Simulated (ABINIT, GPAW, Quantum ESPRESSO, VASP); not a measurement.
## One structure in several programs: CoH (Fm-3m, 2 atoms in the cell)

Self-consistent single point, at a second geometry (lattice scaled by 0.98). First geometry:

```xyz
2
Lattice="0.0000 1.8430 1.8430 1.8430 0.0000 1.8430 1.8430 1.8430 0.0000" Properties=species:S:1:pos:R:3 pbc="T T T"
Co     0.0000     0.0000     0.0000
H      1.8430     1.8430     1.8430
```
Moments meant for the start (each program seeds them in its own way; μB, in the order of the atoms Co H): 3.0 0.0.

Shared settings, as Quantum ESPRESSO writes them: occupations = smearing; smearing = gauss; degauss = 0.0147 Ry; nspin = 2; K_POINTS = automatic 15 15 15 0 0 0. Potentials and cutoffs stand in the table.

```
code                                                                                       model  ΔF from the first geometry (meV/atom)  pressure (GPa)  size of the net moment (μB/atom)  cutoff
----------------  ------------------------------------------------------------------------------  -------------------------------------  --------------  --------------------------------  ------
ABINIT            PBEsol, norm-conserving pseudopotentials (PseudoDojo nc-sr-04 PBEsol standard)                                    0.7            7.82                              0.55   48 Ha
GPAW                                       PBEsol, GPAW PAW datasets PBEsol (made by gpaw-setup)                                    6.2           10.36                              0.55  800 eV
VASP                                                  PBEsol, VASP's PBE PAW potentials (set 64)                                    1.0            6.00                              0.54  300 eV
Quantum ESPRESSO                            PBEsol, SSSP 1.1.2 efficiency (PBE) pseudopotentials                                    1.4            8.00                              0.58   55 Ry
```

For VASP (by 1.9 GPa) the energy change implies a higher mean pressure, against the two pressures, than for the other programs: a sign of finite-basis (Pulay) stress.

On ABINIT's run: with one magnetic atom in the cell only a parallel order is possible.

The spread over the programs that give each value: ΔF from the first geometry within 5.5 meV/atom; pressure within 4.36 GPa; size of the net moment within 0.04 μB/atom.

In the pressure, GPAW (by 2.45) and VASP (by 1.90) lie more than 1 GPa from the median of the plane-wave programs.

VASP's run is marked for a possible Pulay error in its stress at this cutoff; no cutoff test was made.

The starting cell comes from a database of computed structures (which also holds hypothetical and non-ambient phases and stackings), without a prior relaxation at this level. For this run, on top of that: lattice scaled by 0.98.

Left out of this page: Ansatz, Elk, FLEUR and SIESTA (not drawn, or without a comparable value).
